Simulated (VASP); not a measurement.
## HfO2 (space group Fm-3m): computed properties

Calculation: r2SCAN meta-GGA, VASP's PBE PAW potentials (set 64) (plane waves; VASP).

| Item | Result |
|---|---|
| space group | Fm-3m (225) |
| cell | a = b = c = 5.034 Å, α = β = γ = 90.00° |
| volume per atom | 10.63 Å^3/atom |
| band gap (over mesh and band path) | 4.36 eV |
| smallest direct gap (over mesh and band path) | 4.36 eV |
| band-edge character without spin-orbit coupling | direct, X to X |
| band gap with spin-orbit coupling | 4.34 eV |
| density | 10.96 g/cm³ |
| mean ε∞ (independent particles) | 4.84 |

```
HfO2
1.0
    0.00000     2.51711     2.51711
    2.51711     0.00000     2.51711
    2.51711     2.51711     0.00000
Hf O
1 2
Direct
  0.00000   0.00000   0.00000
  0.75000   0.75000   0.75000
  0.25000   0.25000   0.25000
```

Unless said otherwise, spin-orbit coupling is left out, though it shifts the bands of the heavy elements here.

The structure comes from a computed database's HfO2 entry (Fm-3m); how it stands against other phases isn't given here. It was relaxed first. Symmetry was kept, so distortions that lower it aren't found.
